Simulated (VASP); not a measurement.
OSZICAR of a VASP run on PdIn (CsCl type):

### OSZICAR
```
       N       E                     dE             d eps       ncg     rms          rms(c)
DAV:   1     0.159032726058E+03    0.15903E+03   -0.11195E+04  1731   0.197E+03
DAV:   2    -0.177484734651E+01   -0.16081E+03   -0.15668E+03  1764   0.404E+02
DAV:   3    -0.878243070336E+01   -0.70076E+01   -0.69750E+01  2114   0.906E+01
DAV:   4    -0.889730318729E+01   -0.11487E+00   -0.11486E+00  2015   0.110E+01
DAV:   5    -0.890317102579E+01   -0.58678E-02   -0.58678E-02  2510   0.224E+00    0.725E+00
DAV:   6    -0.872320842935E+01    0.17996E+00   -0.42841E-01  2037   0.102E+01    0.345E+00
DAV:   7    -0.868465821364E+01    0.38550E-01   -0.73936E-02  2257   0.566E+00    0.146E+00
DAV:   8    -0.867793171003E+01    0.67265E-02   -0.18390E-02  1960   0.142E+00    0.404E-01
DAV:   9    -0.867718921731E+01    0.74249E-03   -0.19463E-03  2177   0.802E-01    0.520E-02
DAV:  10    -0.867719385792E+01   -0.46406E-05   -0.48994E-05  2307   0.121E-01    0.233E-02
DAV:  11    -0.867719518383E+01   -0.13259E-05   -0.44785E-06  2030   0.238E-02    0.335E-03
DAV:  12    -0.867719556491E+01   -0.38108E-06   -0.35421E-07  1134   0.658E-03
   1 F= -.44837733E+01 E0= -.44833411E+01  d E =-.448377E+01
       N       E                     dE             d eps       ncg     rms          rms(c)
DAV:   1    -0.148564791497E+02   -0.61793E+01   -0.13412E+02  1834   0.185E+02    0.245E+01
DAV:   2    -0.847260809506E+01    0.63839E+01   -0.24100E+01  1792   0.856E+01    0.514E+00
DAV:   3    -0.794951016458E+01    0.52310E+00   -0.15924E+00  2249   0.340E+01    0.356E+00
DAV:   4    -0.788688821613E+01    0.62622E-01   -0.16143E-01  2620   0.652E+00    0.333E+00
DAV:   5    -0.787566103809E+01    0.11227E-01   -0.44092E-02  2044   0.265E+00    0.959E-01
DAV:   6    -0.787440420167E+01    0.12568E-02   -0.24072E-03  1890   0.540E-01    0.267E-01
DAV:   7    -0.787448677573E+01   -0.82574E-04   -0.22052E-04  2435   0.291E-01    0.839E-02
DAV:   8    -0.787448277335E+01    0.40024E-05   -0.25665E-05  2395   0.100E-01    0.125E-02
DAV:   9    -0.787448401864E+01   -0.12453E-05   -0.10747E-06  1414   0.131E-02    0.370E-03
DAV:  10    -0.787448356552E+01    0.45312E-06   -0.26981E-07   924   0.102E-02
   2 F= -.42882454E+01 E0= -.42880879E+01  d E =0.195528E+00
       N       E                     dE             d eps       ncg     rms          rms(c)
DAV:   1    -0.114302136926E+02   -0.35557E+01   -0.68393E+01  1841   0.174E+02    0.109E+01
DAV:   2    -0.885094520887E+01    0.25793E+01   -0.89574E+00  1785   0.438E+01    0.463E+00
DAV:   3    -0.858276682387E+01    0.26818E+00   -0.58346E-01  2240   0.167E+01    0.214E+00
DAV:   4    -0.852983178306E+01    0.52935E-01   -0.13826E-01  2538   0.759E+00    0.133E+00
DAV:   5    -0.852721095011E+01    0.26208E-02   -0.59952E-03  2162   0.102E+00    0.794E-01
DAV:   6    -0.852535544148E+01    0.18555E-02   -0.27497E-03  2042   0.463E-01    0.974E-02
DAV:   7    -0.852537612000E+01   -0.20679E-04   -0.74227E-05  2553   0.873E-02    0.550E-02
DAV:   8    -0.852537842709E+01   -0.23071E-05   -0.40468E-06  2140   0.381E-02    0.146E-02
DAV:   9    -0.852537810328E+01    0.32381E-06   -0.50758E-07  1009   0.147E-02
   3 F= -.45406104E+01 E0= -.45402577E+01  d E =-.568371E-01
       N       E                     dE             d eps       ncg     rms          rms(c)
DAV:   1    -0.851999256193E+01    0.53859E-02   -0.14018E-02  1827   0.218E+00    0.182E-01
DAV:   2    -0.851940059363E+01    0.59197E-03   -0.23077E-03  1771   0.684E-01    0.556E-02
DAV:   3    -0.851934371758E+01    0.56876E-04   -0.15945E-04  2251   0.278E-01    0.244E-02
DAV:   4    -0.851933623516E+01    0.74824E-05   -0.24790E-05  2476   0.971E-02    0.240E-02
DAV:   5    -0.851933758170E+01   -0.13465E-05   -0.19110E-06  1790   0.146E-02    0.581E-03
DAV:   6    -0.851933837604E+01   -0.79434E-06   -0.28095E-07   875   0.127E-02
   4 F= -.45406742E+01 E0= -.45403248E+01  d E =-.569009E-01
```

**Question.** Which electronic solver shows in the log?

**Answer.** It is blocked Davidson (ALGO = Normal, or the opening steps of other solvers). The INCAR had ALGO = Normal.

**Question.** Can the final energy be trusted as converged?

**Answer.** Self-consistency was reached. It stopped with EDIFF = 1E-6, NELM = 100, NSW = 40 and EDIFFG = -0.02 after 4 ionic steps (PBE GGA, plane waves, VASP's PBE PAW potentials (set 64)). Energy and stress use the plane-wave basis of the starting cell.

The compound is PdIn in the CsCl type structure. This run relaxes it under an external pressure of 20 GPa. Symmetry was kept, so distortions that lower it aren't found. The electron count is odd and the run is not spin-polarised, which forces a metal.
